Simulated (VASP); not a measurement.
Calculation: PW91 GGA, VASP's PBE PAW potentials (set 64) (plane waves; VASP 6.6.1).

VASP input:

### KPOINTS
```
Regular mesh
0
gamma
 10 10 10
0 0 0
```

### INCAR
```
ALGO  =  Normal
EDIFF  =  1E-6
EDIFFG  =  -0.01
ENCUT  =  520
GGA  =  91
IBRION  =  2
ISIF  =  3
ISMEAR  =  1
LASPH  =  .TRUE.
LCHARG  =  .FALSE.
LMAXMIX  =  6
LREAL  =  .FALSE.
LWAVE  =  .FALSE.
NELM  =  100
NSW  =  60
PREC  =  Accurate
SIGMA  =  0.1
SYSTEM  =  AuZn
```

**POSCAR**
```
AuZn
1
    3.1500000000     0.0000000000     0.0000000000
    0.0000000000     3.1500000000     0.0000000000
    0.0000000000     0.0000000000     3.1500000000
Zn Au
1 1
Direct
  0.5000000000   0.5000000000   0.5000000000
  0.0000000000   0.0000000000   0.0000000000
```

POTCAR, in this order: Zn Au (PBE.64 set). Program: vasp_std.

The run wrote:

**OUTCAR**
```
 ion  position               nearest neighbor table
   1  0.500  0.500  0.500-   2 2.73   2 2.73   2 2.73   2 2.73   2 2.73   2 2.73   2 2.73   2 2.73
  LATTYP: Found a simple cubic cell.
 ALAT       =     3.1500000000
 Subroutine PRICEL returns:
 Original cell was already a primitive cell.
 Subroutine GETGRP returns: Found 48 space group operations
The static configuration has the point symmetry O_h .
The dynamic configuration has the point symmetry O_h .
 Subroutine INISYM returns: Found 48 space group operations
 Subroutine IBZKPT returns following result:
 Found     56 irreducible k-points:

 Following reciprocal coordinates:
            Coordinates               Weight
  0.000000  0.000000  0.000000      1.000000
  0.100000  0.000000  0.000000      6.000000
  0.200000  0.000000  0.000000      6.000000
  0.300000  0.000000  0.000000      6.000000
  0.400000  0.000000  0.000000      6.000000
  0.500000  0.000000  0.000000      3.000000
  0.100000  0.100000  0.000000     12.000000
  0.200000  0.100000  0.000000     24.000000
  0.300000  0.100000  0.000000     24.000000
  0.400000  0.100000  0.000000     24.000000
  0.500000  0.100000  0.000000     12.000000
  0.200000  0.200000  0.000000     12.000000
  0.300000  0.200000  0.000000     24.000000
  0.400000  0.200000  0.000000     24.000000
  0.500000  0.200000  0.000000     12.000000
  0.300000  0.300000  0.000000     12.000000
  0.400000  0.300000  0.000000     24.000000
  0.500000  0.300000  0.000000     12.000000
  0.400000  0.400000  0.000000     12.000000
  0.500000  0.400000  0.000000     12.000000
  0.500000  0.500000  0.000000      3.000000
  0.100000  0.100000  0.100000      8.000000
  0.200000  0.100000  0.100000     24.000000
  0.300000  0.100000  0.100000     24.000000
  0.400000  0.100000  0.100000     24.000000
...
```

### OSZICAR
```
       N       E                     dE             d eps       ncg     rms          rms(c)
DAV:   1     0.126501458833E+03    0.12650E+03   -0.11808E+04  1728   0.197E+03
DAV:   2    -0.118360093628E+01   -0.12769E+03   -0.12371E+03  1792   0.346E+02
DAV:   3    -0.526209542294E+01   -0.40785E+01   -0.40648E+01  2009   0.701E+01
DAV:   4    -0.528805422915E+01   -0.25959E-01   -0.25957E-01  1939   0.493E+00
DAV:   5    -0.528834182652E+01   -0.28760E-03   -0.28760E-03  2065   0.533E-01    0.864E+00
DAV:   6    -0.478895644405E+01    0.49939E+00   -0.17793E+00  1729   0.152E+01    0.517E+00
DAV:   7    -0.476231223299E+01    0.26644E-01   -0.41224E-02  2182   0.522E+00    0.281E+00
DAV:   8    -0.475320960529E+01    0.91026E-02   -0.11970E-02  1897   0.129E+00    0.166E-01
DAV:   9    -0.475320601959E+01    0.35857E-05   -0.36586E-04  2072   0.350E-01    0.739E-02
DAV:  10    -0.475321543561E+01   -0.94160E-05   -0.54924E-05  2002   0.106E-01    0.189E-02
DAV:  11    -0.475321611065E+01   -0.67504E-06   -0.63589E-06  1876   0.648E-02
   1 F= -.47532161E+01 E0= -.47531257E+01  d E =-.475322E+01
       N       E                     dE             d eps       ncg     rms          rms(c)
DAV:   1    -0.620185340503E+01   -0.14486E+01   -0.22418E+01  1680   0.911E+01    0.826E+00
DAV:   2    -0.488216934404E+01    0.13197E+01   -0.40545E+00  1862   0.338E+01    0.319E+00
DAV:   3    -0.479191060558E+01    0.90259E-01   -0.16973E-01  1967   0.550E+00    0.215E+00
DAV:   4    -0.476250264393E+01    0.29408E-01   -0.30133E-02  2378   0.322E+00    0.278E-01
DAV:   5    -0.476092225642E+01    0.15804E-02   -0.55309E-03  1757   0.906E-01    0.614E-02
DAV:   6    -0.476094429627E+01   -0.22040E-04   -0.43428E-04  1778   0.205E-01    0.329E-02
DAV:   7    -0.476094229947E+01    0.19968E-05   -0.91900E-05  2087   0.127E-01    0.521E-03
DAV:   8    -0.476094254005E+01   -0.24058E-06   -0.36531E-06  1664   0.211E-02
   2 F= -.47609425E+01 E0= -.47606973E+01  d E =-.772643E-02
       N       E                     dE             d eps       ncg     rms          rms(c)
DAV:   1    -0.507289983098E+01   -0.31196E+00   -0.43773E+00  1708   0.363E+01    0.363E+00
DAV:   2    -0.479256365600E+01    0.28034E+00   -0.10129E+00  1911   0.237E+01    0.114E+00
DAV:   3    -0.477825296634E+01    0.14311E-01   -0.37877E-02  1694   0.235E+00    0.751E-01
DAV:   4    -0.477376010243E+01    0.44929E-02   -0.22941E-03  2474   0.156E+00    0.334E-01
DAV:   5    -0.477235497152E+01    0.14051E-02   -0.10142E-03  2244   0.529E-01    0.318E-02
DAV:   6    -0.477235636296E+01   -0.13914E-05   -0.14622E-04  1771   0.160E-01    0.133E-02
DAV:   7    -0.477235699579E+01   -0.63283E-06   -0.37424E-06  1755   0.670E-02
   3 F= -.47723570E+01 E0= -.47722731E+01  d E =-.191409E-01
```

### OUTCAR
```
------------------------ aborting loop because EDIFF is reached ----------------------------------------
  FORCE on cell =-STRESS in cart. coord.  units (eV):
  Direction    XX          YY          ZZ          XY          YZ          ZX
  --------------------------------------------------------------------------------------
  Total        0.0160555      0.0160555      0.0160555      0.0000000     -0.0000000      0.0000000
  in kB        0.7912742      0.7912742      0.7912742      0.0000000     -0.0000000      0.0000000
  external PRESSURE =       0.7912742 kB  Pullay stress =       0.0000000 kB
  volume of cell :       32.51
      direct lattice vectors                 reciprocal lattice vectors
     3.191553473 -0.000000000 -0.000000000     0.313327039  0.000000000  0.000000000
    -0.000000000  3.191553473  0.000000000     0.000000000  0.313327039  0.000000000
    -0.000000000 -0.000000000  3.191553473     0.000000000 -0.000000000  0.313327039
 POSITION                                       TOTAL-FORCE (eV/Angst)
 -----------------------------------------------------------------------------------
      1.59578      1.59578      1.59578        -0.000000     -0.000000      0.000000
      0.00000      0.00000      0.00000         0.000000      0.000000      0.000000
 -----------------------------------------------------------------------------------
    total drift:                                0.000000      0.000000     -0.000000
  FREE ENERGIE OF THE ION-ELECTRON SYSTEM (eV)
  ---------------------------------------------------
  free  energy   TOTEN  =        -4.7723569958 eV

  energy  without entropy=       -4.7721053953  energy(sigma->0) =       -4.77227313

 reached required accuracy - stopping structural energy minimisation
```
(Selected blocks of OUTCAR.)

**CONTCAR**
```
AuZn
   1.00000000000000
     3.1915534727891268   -0.0000000000000000   -0.0000000000000000
    -0.0000000000000000    3.1915534727891268    0.0000000000000000
    -0.0000000000000000   -0.0000000000000000    3.1915534727891268
  Zn              Au
     1     1
Direct
     0.5000000000000000    0.5000000000000000    0.5000000000000000
     0.0000000000000000    0.0000000000000000    0.0000000000000000
```

Energy and stress use the plane-wave basis of the starting cell.

The compound is AuZn in the CsCl type structure. This run relaxes it. Symmetry was kept, so distortions that lower it aren't found. The electron count is odd and the run is not spin-polarised, which forces a metal.
